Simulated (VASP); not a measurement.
Input:

```
CELL_PARAMETERS angstrom
      0.00000     3.23000     3.23000
      3.23000     0.00000     3.23000
      3.23000     3.23000     0.00000
ATOMIC_POSITIONS crystal
  Hg 0.00000 0.00000 0.00000
  Te 0.25000 0.25000 0.25000
```

Method: PBE GGA, VASP's PBE PAW potentials (set 64) (plane waves; VASP). Numerical set-up: 400 eV cut-off, 7×7×7 Γ-centred mesh, Gaussian smearing of 0.050 eV, potentials Hg Te.

Energy and stress use the plane-wave basis of the starting cell.

The ions, cell shape and volume are relaxed. What does this cell relax into?

```
CELL_PARAMETERS angstrom
      0.00000     3.32442     3.32442
      3.32442     0.00000     3.32442
      3.32442     3.32442     0.00000
ATOMIC_POSITIONS crystal
  Hg 0.00000 0.00000 0.00000
  Te 0.25000 0.25000 0.25000
```
Space group F-43m (216), at a tolerance of 0.03 Å.

How do energy and volume change from the first to the last step?

The energy (σ→0) changes by -33.6 meV/atom and the volume by +9.0 %, in 3 ionic steps.

The compound is HgTe in the zinc blende structure. This run relaxes it. Symmetry was kept, so distortions that lower it aren't found.
